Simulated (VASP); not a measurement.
Input:

```xyz
8
Lattice="6.8624 0.0000 0.0000 0.0000 3.7682 0.0000 0.0000 0.0000 5.2234" Properties=species:S:1:pos:R:3 pbc="T T T"
Hf     4.6331     0.9421     1.9556
Hf     2.2293     2.8262     3.2678
Hf     5.6605     2.8262     4.5673
Hf     1.2019     0.9421     0.6561
Si     3.7271     0.9421     4.4967
Si     3.1353     2.8262     0.7267
Si     6.5665     2.8262     1.8850
Si     0.2959     0.9421     3.3385
```

Computed with LDA (Ceperley-Alder, Perdew-Zunger), VASP's LDA PAW potentials (set 64) (plane waves; VASP). Numerical set-up: 300 eV cut-off, 3×5×4 Γ-centred mesh, Gaussian smearing of 0.10 eV, potentials Hf_pv Si.

Problem. Give the energies of bands 19 to 32 at the high-symmetry points, in eV from the Fermi level.

Solution. 
```json
[
 {"band": "19", "Γ": "-4.38", "X": "-3.34", "S": "-4.18", "Y": "-4.25", "Z": "-3.65", "U": "-3.56", "R": "-5.10", "T": "-4.46"},
 {"band": "20", "Γ": "-3.93", "X": "-3.34", "S": "-4.18", "Y": "-4.25", "Z": "-3.65", "U": "-3.56", "R": "-5.10", "T": "-4.46"},
 {"band": "21", "Γ": "-2.91", "X": "-2.86", "S": "-3.23", "Y": "-3.28", "Z": "-3.19", "U": "-3.38", "R": "-2.80", "T": "-3.08"},
 {"band": "22", "Γ": "-2.74", "X": "-2.86", "S": "-3.23", "Y": "-3.28", "Z": "-3.19", "U": "-3.38", "R": "-2.80", "T": "-3.08"},
 {"band": "23", "Γ": "-2.51", "X": "-2.62", "S": "-3.23", "Y": "-2.76", "Z": "-1.94", "U": "-2.79", "R": "-2.80", "T": "-2.85"},
 {"band": "24", "Γ": "-2.25", "X": "-2.62", "S": "-3.23", "Y": "-2.76", "Z": "-1.94", "U": "-2.79", "R": "-2.80", "T": "-2.85"},
 {"band": "25", "Γ": "-0.95", "X": "-1.04", "S": "-2.10", "Y": "-2.20", "Z": "-1.36", "U": "-1.37", "R": "-1.80", "T": "-0.94"},
 {"band": "26", "Γ": "-0.66", "X": "-1.04", "S": "-2.10", "Y": "-2.20", "Z": "-1.36", "U": "-1.37", "R": "-1.80", "T": "-0.94"},
 {"band": "27", "Γ": "-0.45", "X": "-0.73", "S": "-2.10", "Y": "-1.77", "Z": "-0.32", "U": "-0.89", "R": "-1.80", "T": "-0.70"},
 {"band": "28", "Γ": "-0.37", "X": "-0.73", "S": "-2.10", "Y": "-1.77", "Z": "-0.32", "U": "-0.89", "R": "-1.80", "T": "-0.70"},
 {"band": "29", "Γ": "0.22", "X": "-0.08", "S": "2.69", "Y": "1.92", "Z": "0.73", "U": "0.39", "R": "1.75", "T": "-0.21"},
 {"band": "30", "Γ": "0.49", "X": "-0.08", "S": "2.69", "Y": "1.92", "Z": "0.73", "U": "0.39", "R": "1.75", "T": "-0.21"},
 {"band": "31", "Γ": "0.72", "X": "0.93", "S": "2.69", "Y": "2.35", "Z": "0.79", "U": "1.14", "R": "1.75", "T": "0.70"},
 {"band": "32", "Γ": "1.09", "X": "0.93", "S": "2.70", "Y": "2.35", "Z": "0.79", "U": "1.14", "R": "1.75", "T": "0.70"}
]
```

It has no gap at this level: it comes out as a metal or semimetal.

The structure comes from a computed database's HfSi entry (Pnma); how it stands against other phases isn't given here. The cell was not relaxed at this level. The k-mesh is coarse (spacing up to 0.33 per Å, 2π included), so the numbers may not be converged in it.
